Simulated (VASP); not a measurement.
All values below come from PBEsol GGA, VASP's PBE PAW potentials (set 64) (plane waves; VASP).

A VASP calculation is set up with these files.

QPOINTS:
```
k-points along high-symmetry lines
13
Line-mode
Cartesian
  0.000000   0.000000   0.000000 ! GAMMA
  0.000000   0.291844   0.000000 ! H

  0.000000   0.291844   0.000000 ! H
  0.145922   0.145922   0.000000 ! N

  0.145922   0.145922   0.000000 ! N
  0.000000   0.000000   0.000000 ! GAMMA

  0.000000   0.000000   0.000000 ! GAMMA
  0.145922   0.145922   0.145922 ! P

  0.145922   0.145922   0.145922 ! P
  0.000000   0.291844   0.000000 ! H

  0.145922   0.145922   0.145922 ! P
  0.145922   0.145922   0.000000 ! N
```

### INCAR
```
ALGO = Normal
EDIFF = 1E-7
ENCUT = 520
GGA = PS
IBRION = 6
ISIF = 2
ISMEAR = 1
LASPH = .True.
LCHARG = .False.
LPHON_DISPERSION = .True.
LREAL = .False.
LWAVE = .False.
NELM = 100
NFREE = 2
NSW = 1
POTIM = 0.015
PREC = Accurate
SIGMA = 0.1
SYSTEM = Li
```

File KPOINTS:
```
Automatic mesh
0
gamma
3 3 3
```

POSCAR:
```
Li
11.8696960
 -0.5773502931   0.5773502931   0.5773502931
  0.5773502931  -0.5773502931   0.5773502931
  0.5773502931   0.5773502931  -0.5773502931
Li
64
direct
  0.0000000000   0.0000000000   0.0000000000
  0.0000000000   0.0000000000   0.2500000000
  0.0000000000   0.0000000000   0.5000000000
  0.0000000000   0.0000000000   0.7500000000
  0.0000000000   0.2500000000   0.0000000000
  0.0000000000   0.2500000000   0.2500000000
  0.0000000000   0.2500000000   0.5000000000
  0.0000000000   0.2500000000   0.7500000000
  0.0000000000   0.5000000000   0.0000000000
  0.0000000000   0.5000000000   0.2500000000
  0.0000000000   0.5000000000   0.5000000000
  0.0000000000   0.5000000000   0.7500000000
  0.0000000000   0.7500000000   0.0000000000
  0.0000000000   0.7500000000   0.2500000000
  0.0000000000   0.7500000000   0.5000000000
  0.0000000000   0.7500000000   0.7500000000
  0.2500000000   0.0000000000   0.0000000000
  0.2500000000   0.0000000000   0.2500000000
  0.2500000000   0.0000000000   0.5000000000
  0.2500000000   0.0000000000   0.7500000000
  0.2500000000   0.2500000000   0.0000000000
  0.2500000000   0.2500000000   0.2500000000
  0.2500000000   0.2500000000   0.5000000000
  0.2500000000   0.2500000000   0.7500000000
  0.2500000000   0.5000000000   0.0000000000
  0.2500000000   0.5000000000   0.2500000000
  0.2500000000   0.5000000000   0.5000000000
  0.2500000000   0.5000000000   0.7500000000
  0.2500000000   0.7500000000   0.0000000000
  0.2500000000   0.7500000000   0.2500000000
  0.2500000000   0.7500000000   0.5000000000
  0.2500000000   0.7500000000   0.7500000000
  0.5000000000   0.0000000000   0.0000000000
  0.5000000000   0.0000000000   0.2500000000
  0.5000000000   0.0000000000   0.5000000000
  0.5000000000   0.0000000000   0.7500000000
  0.5000000000   0.2500000000   0.0000000000
  0.5000000000   0.2500000000   0.2500000000
  0.5000000000   0.2500000000   0.5000000000
  0.5000000000   0.2500000000   0.7500000000
  0.5000000000   0.5000000000   0.0000000000
  0.5000000000   0.5000000000   0.2500000000
  0.5000000000   0.5000000000   0.5000000000
  0.5000000000   0.5000000000   0.7500000000
  0.5000000000   0.7500000000   0.0000000000
  0.5000000000   0.7500000000   0.2500000000
  0.5000000000   0.7500000000   0.5000000000
  0.5000000000   0.7500000000   0.7500000000
  0.7500000000   0.0000000000   0.0000000000
  0.7500000000   0.0000000000   0.2500000000
  0.7500000000   0.0000000000   0.5000000000
  0.7500000000   0.0000000000   0.7500000000
  0.7500000000   0.2500000000   0.0000000000
  0.7500000000   0.2500000000   0.2500000000
  0.7500000000   0.2500000000   0.5000000000
  0.7500000000   0.2500000000   0.7500000000
  0.7500000000   0.5000000000   0.0000000000
  0.7500000000   0.5000000000   0.2500000000
  0.7500000000   0.5000000000   0.5000000000
  0.7500000000   0.5000000000   0.7500000000
  0.7500000000   0.7500000000   0.0000000000
  0.7500000000   0.7500000000   0.2500000000
  0.7500000000   0.7500000000   0.5000000000
  0.7500000000   0.7500000000   0.7500000000
```

POTCAR, in this order: Li_sv (PBE.64 set). Program: vasp_std.

The resulting files:

OSZICAR:
```
       N       E                     dE             d eps       ncg     rms          rms(c)
DAV:   1     0.121683539477E+04    0.12168E+04   -0.85027E+04  1056   0.150E+03
DAV:   2     0.206382074508E+03   -0.10105E+04   -0.95842E+03  1056   0.408E+02
DAV:   3    -0.205848914840E+02   -0.22697E+03   -0.21350E+03  1862   0.106E+02
DAV:   4    -0.104560213024E+03   -0.83975E+02   -0.82688E+02  1760   0.805E+01
DAV:   5    -0.124598753549E+03   -0.20039E+02   -0.19982E+02  1791   0.322E+01    0.391E+00
DAV:   6    -0.125423013861E+03   -0.82426E+00   -0.10271E+01  1552   0.103E+01    0.139E+00
DAV:   7    -0.125485937587E+03   -0.62924E-01   -0.98848E-01  1662   0.278E+00    0.351E-01
DAV:   8    -0.125495196802E+03   -0.92592E-02   -0.11229E-01  1568   0.956E-01    0.256E-01
DAV:   9    -0.125495518236E+03   -0.32143E-03   -0.75488E-03  1584   0.261E-01    0.154E-01
DAV:  10    -0.125495365925E+03    0.15231E-03   -0.64001E-04  1600   0.904E-02    0.951E-02
DAV:  11    -0.125495327568E+03    0.38357E-04   -0.25081E-04  1480   0.533E-02    0.222E-02
DAV:  12    -0.125495335713E+03   -0.81453E-05   -0.80474E-05  1752   0.147E-02    0.529E-03
DAV:  13    -0.125495335248E+03    0.46472E-06   -0.37723E-06  1568   0.437E-03    0.345E-03
DAV:  14    -0.125495336465E+03   -0.12166E-05   -0.58622E-07  1000   0.221E-03    0.453E-04
DAV:  15    -0.125495336544E+03   -0.79104E-07   -0.43906E-07   920   0.176E-03
   1 F= -.12549534E+03 E0= -.12547284E+03  d E =-.674933E-01
 Found     1 degrees of freedom:
       N       E                     dE             d eps       ncg     rms          rms(c)
DAV:   1    -0.125494095891E+03    0.12406E-02   -0.95809E-01  1603   0.343E+00    0.618E-02
DAV:   2    -0.125495126712E+03   -0.10308E-02   -0.10606E-02  1656   0.305E-01    0.110E-02
DAV:   3    -0.125495178209E+03   -0.51497E-04   -0.58392E-04  2400   0.594E-02    0.112E-02
DAV:   4    -0.125495182377E+03   -0.41681E-05   -0.29000E-05  2400   0.145E-02    0.604E-03
DAV:   5    -0.125495183764E+03   -0.13867E-05   -0.58721E-06  1712   0.106E-02    0.323E-03
DAV:   6    -0.125495184441E+03   -0.67677E-06   -0.39848E-06  2320   0.580E-03    0.229E-03
DAV:   7    -0.125495184565E+03   -0.12395E-06   -0.11328E-06  1704   0.214E-03    0.226E-03
DAV:   8    -0.125495184548E+03    0.16216E-07   -0.21717E-08   936   0.838E-04
   2 F= -.12549518E+03 E0= -.12547269E+03  d E =-.674894E-01
       N       E                     dE             d eps       ncg     rms          rms(c)
DAV:   1    -0.125491640548E+03    0.35440E-02   -0.29667E+00  1566   0.435E+00    0.110E-01
DAV:   2    -0.125495018615E+03   -0.33781E-02   -0.35451E-02  1658   0.484E-01    0.223E-02
DAV:   3    -0.125495165138E+03   -0.14652E-03   -0.17527E-03  2352   0.993E-02    0.160E-02
DAV:   4    -0.125495178155E+03   -0.13017E-04   -0.11267E-04  2392   0.272E-02    0.853E-03
DAV:   5    -0.125495181945E+03   -0.37899E-05   -0.21618E-05  2208   0.175E-02    0.492E-03
DAV:   6    -0.125495183863E+03   -0.19183E-05   -0.12305E-05  2432   0.111E-02    0.349E-03
DAV:   7    -0.125495184412E+03   -0.54913E-06   -0.51431E-06  2296   0.476E-03    0.364E-03
DAV:   8    -0.125495184325E+03    0.86653E-07   -0.52517E-08   960   0.335E-03
   3 F= -.12549518E+03 E0= -.12547269E+03  d E =-.674894E-01
```

File OUTCAR:
```
------------------------ aborting loop because EDIFF is reached ----------------------------------------
  FORCE on cell =-STRESS in cart. coord.  units (eV):
  Direction    XX          YY          ZZ          XY          YZ          ZX
  --------------------------------------------------------------------------------------
  Total        0.2288626      0.2291640      0.2291640     -0.0000000      0.0000000      0.0000000
  in kB        0.2848317      0.2852069      0.2852069     -0.0000000      0.0000000      0.0000000
  external PRESSURE =       0.2850818 kB  Pullay stress =       0.0000000 kB
  volume of cell :     1287.35
      direct lattice vectors                 reciprocal lattice vectors
    -6.852972465  6.852972465  6.852972465     0.000000000  0.072961040  0.072961040
     6.852972465 -6.852972465  6.852972465     0.072961040  0.000000000  0.072961040
     6.852972465  6.852972465 -6.852972465     0.072961040  0.072961040  0.000000000
 POSITION                                       TOTAL-FORCE (eV/Angst)
 -----------------------------------------------------------------------------------
     -0.01500      0.00000      0.00000         0.019823     -0.000000      0.000000
      1.71324      1.71324     -1.71324        -0.002554     -0.002404      0.002404
      3.42649      3.42649     -3.42649        -0.000366     -0.000335      0.000335
      5.13973      5.13973     -5.13973        -0.002566     -0.002451      0.002451
      1.71324     -1.71324      1.71324        -0.002554      0.002404     -0.002404
      3.42649      0.00000      0.00000        -0.000640     -0.000000      0.000000
      5.13973      1.71324     -1.71324        -0.000308     -0.000000      0.000000
      6.85297      3.42649     -3.42649         0.000023     -0.000002      0.000002
      3.42649     -3.42649      3.42649        -0.000366      0.000335     -0.000335
      5.13973     -1.71324      1.71324        -0.000308      0.000000     -0.000000
      6.85297      0.00000      0.00000        -0.000279     -0.000000      0.000000
      8.56622      1.71324     -1.71324        -0.000303     -0.000002      0.000002
      5.13973     -5.13973      5.13973        -0.002566      0.002451     -0.002451
      6.85297     -3.42649      3.42649         0.000023      0.000002     -0.000002
      8.56622     -1.71324      1.71324        -0.000303      0.000002     -0.000002
     10.27946      0.00000      0.00000        -0.000722     -0.000000      0.000000
     -1.71324      1.71324      1.71324        -0.002566      0.002451      0.002451
      0.00000      3.42649      0.00000        -0.000302     -0.000006      0.000000
      1.71324      5.13973     -1.71324         0.000090     -0.000002     -0.000038
      3.42649      6.85297     -3.42649         0.000628     -0.000000     -0.000389
      0.00000      0.00000      3.42649        -0.000302     -0.000000     -0.000006
      1.71324      1.71324      1.71324        -0.002554     -0.002404     -0.002404
      3.42649      3.42649      0.00000         0.000622      0.000380      0.000000
      5.13973      5.13973     -1.71324         0.000090      0.000039     -0.000002
      1.71324     -1.71324      5.13973         0.000090     -0.000038     -0.000002
      3.42649      0.00000      3.42649         0.000622     -0.000000      0.000380
      5.13973      1.71324      1.71324        -0.000308     -0.000000     -0.000000
      6.85297      3.42649      0.00000         0.000378     -0.000001      0.000000
      3.42649     -3.42649      6.85297         0.000628     -0.000389      0.000000
      5.13973     -1.71324      5.13973         0.000090     -0.000002      0.000039
      6.85297      0.00000      3.42649         0.000378     -0.000000     -0.000001
      8.56622      1.71324      1.71324        -0.000303     -0.000002     -0.000002
     -3.42649      3.42649      3.42649        -0.000366      0.000335      0.000335
     -1.71324      5.13973      1.71324         0.000090     -0.000002     -0.000039
      0.00000      6.85297      0.00000        -0.000282     -0.000000      0.000000
      1.71324      8.56622     -1.71324         0.000090      0.000002     -0.000038
     -1.71324      1.71324      5.13973         0.000090     -0.000039     -0.000002
      0.00000      3.42649      3.42649         0.000023      0.000002      0.000002
      1.71324      5.13973      1.71324         0.000090     -0.000002      0.000038
      3.42649      6.85297      0.00000        -0.000028     -0.000000      0.000000
      0.00000      0.00000      6.85297        -0.000282     -0.000000      0.000000
      1.71324      1.71324      5.13973         0.000090      0.000038     -0.000002
      3.42649      3.42649      3.42649        -0.000366     -0.000335     -0.000335
      5.13973      5.13973      1.71324         0.000090      0.000039      0.000002
      1.71324     -1.71324      8.56622         0.000090     -0.000038      0.000002
      3.42649      0.00000      6.85297        -0.000028     -0.000000      0.000000
      5.13973      1.71324      5.13973         0.000090      0.000002      0.000039
      6.85297      3.42649      3.42649         0.000023     -0.000002     -0.000002
     -5.13973      5.13973      5.13973        -0.002554      0.002404      0.002404
     -3.42649      6.85297      3.42649         0.000622     -0.000000     -0.000380
     -1.71324      8.56622      1.71324         0.000090      0.000002     -0.000039
      0.00000     10.27946      0.00000        -0.000302      0.000006      0.000000
     -3.42649      3.42649      6.85297         0.000622     -0.000380      0.000000
     -1.71324      5.13973      5.13973        -0.000308      0.000000      0.000000
      0.00000      6.85297      3.42649         0.000378     -0.000000      0.000001
      1.71324      8.56622      1.71324         0.000090      0.000002      0.000038
     -1.71324      1.71324      8.56622         0.000090     -0.000039      0.000002
      0.00000      3.42649      6.85297         0.000378      0.000001      0.000000
      1.71324      5.13973      5.13973        -0.000303      0.000002      0.000002
      3.42649      6.85297      3.42649         0.000628     -0.000000      0.000389
      0.00000      0.00000     10.27946        -0.000302     -0.000000      0.000006
      1.71324      1.71324      8.56622         0.000090      0.000038      0.000002
      3.42649      3.42649      6.85297         0.000628      0.000389      0.000000
      5.13973      5.13973      5.13973        -0.002566     -0.002451     -0.002451
 -----------------------------------------------------------------------------------
    total drift:                                0.000133      0.000003      0.000003
  FREE ENERGIE OF THE ION-ELECTRON SYSTEM (eV)
  ---------------------------------------------------
  free  energy   TOTEN  =      -125.4951843255 eV

  energy  without entropy=     -125.4276949494  energy(sigma->0) =     -125.47268787
```
(Selected blocks of OUTCAR.)

The cell is a supercell, built from Li (bcc).
